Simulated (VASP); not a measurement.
Given:

```xyz
6
Lattice="1.5841 -2.7437 0.0000 1.5841 2.7437 0.0000 0.0000 0.0000 12.4095" Properties=species:S:1:pos:R:3 pbc="T T T"
W      1.5841     0.9146     3.1024
W      1.5841    -0.9146     9.3071
S      1.5841     0.9146    10.8856
S      1.5841    -0.9146     4.6809
S      1.5841    -0.9146     1.5239
S      1.5841     0.9146     7.7286
```

The numbers are results of optB86b-vdW, VASP's PBE PAW potentials (set 64) (plane waves; VASP), not measurements. Numerical set-up: 520 eV cut-off, 7×7×2 Γ-centred mesh, Gaussian smearing of 0.050 eV, potentials W_sv S.

**Question.** What does the run give for the energy per atom (σ→0)?

**Answer.** 
- energy per atom (σ→0): -6.007 eV/atom

The absolute energy has meaning only against runs of the same code, potentials and settings.

The compound is WS2 in the 2H layered structure. It was relaxed first. The start is the result of an earlier pass.
